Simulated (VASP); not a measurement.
A run of VASP 6.6.1:

File INCAR:

```
SYSTEM = Mg3CdSe2O2
  PREC = Accurate
  ENCUT = 520
  EDIFF = 1E-7
  ISMEAR = 0
  SIGMA = 0.03
  LREAL = .False.
  LASPH = .True.
  NELM = 120
  ALGO = Normal
  ISIF = 3
  LWAVE = .False.
  LCHARG = .False.
  GGA = PE
  IBRION = 2
  NSW = 60
  EDIFFG = -0.005
  POTIM = 0.3
  KPAR = 4
```

File KPOINTS:

```
Automatic mesh
0
Gamma
  6 6 4
  0 0 0
```

File POSCAR:

```
Mg3CdSe2O2                              
1.0
    4.1328275432      0.0000000000      0.0000000000
    0.0000000000      4.1328275432      0.0000000000
    0.0000000000      0.0000000000     10.3907580315
  Mg              Cd              Se              O             
     3     1     2     2
Direct
     0.5000000000000000    0.0000000000000000    0.4966486670676208
     0.0000000000000000    0.5000000000000000    0.5033513329323793
     0.5000000000000000    0.5000000000000000    0.0000000000000000
     0.0000000000000000    0.0000000000000000    0.0000000000000000
     0.5000000000000000    0.0000000000000000    0.1587659229570420
     1.0000000000000000    0.5000000000000000    0.8412340770429579
     0.0000000000000000    0.0000000000000000    0.5000000000000000
     0.5000000000000000    0.5000000000000000    0.5000000000000000
```

Potentials or basis: VASP PAW PBE potentials, release 64 (Mg, Cd, Se, O).

Launch:

```bash
$ cat potpaw_PBE.64/Mg/POTCAR potpaw_PBE.64/Cd/POTCAR potpaw_PBE.64/Se/POTCAR potpaw_PBE.64/O/POTCAR > POTCAR
$ mpirun -np 4 vasp_std > vasp.out
```

Hardware: 4 MPI ranks on Intel(R) Xeon(R) Platinum 8488C (Sapphire Rapids), with other jobs on the host.

Task: Estimate the wall time of this run.

Result: Run time: 6.7 min on 4 MPI ranks on Intel(R) Xeon(R) Platinum 8488C (Sapphire Rapids), with other jobs on the host, peak memory 0.38 GiB a rank. Counts: scf iterations 120, k points 30, ion steps 17.
